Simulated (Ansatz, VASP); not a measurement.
# MgSc2C2 in VASP and in Ansatz

```
Mg Sc C
1.0
     3.96551    0.00000    0.00000
    -1.98275    3.43423    0.00000
     0.00000    0.00000    4.94754
Mg Sc C
1 2 2
Direct
  0.00000 0.00000 0.00000
  0.33333 0.66667 0.70981
  0.66667 0.33333 0.29019
  0.33333 0.66667 0.23207
  0.66667 0.33333 0.76793
```

Change from the starting cell: species swapped into the CaZn2P2 type (P-3m1, No. 164).

Alike in both runs: functional PBE; k mesh 6 × 6 × 4; occupations gaussian, width 0.1 eV; no spin polarisation.

Ansatz relaxed the structure, and its values are those at the end. VASP's run is a single point on that final structure, the one shown.

```csv
,VASP,Ansatz
version,VASP 6.6.1,Ansatz 0.2.0
potentials or method,"VASP PAW PBE potentials, release 64 (Mg, Sc_sv, C)","scalar-relativistic, plane waves, PAW"
plane-wave cutoff (eV),520,420
valence electrons in the cell,32,40
```

|  | VASP | Ansatz | Ansatz less VASP |
| --- | --- | --- | --- |
| gap on the k mesh at the Fermi level (eV) | none | none | - |
| pressure (GPa) | 0.4 | 0.1 | -0.31 |
| rms of the force components (eV/Å) | 0.017 | 0.011 | -0.0059 |

A gap of «none» marks a metal or a gap that the smearing closes. The two sets of potentials don't hold the same shells in valence.
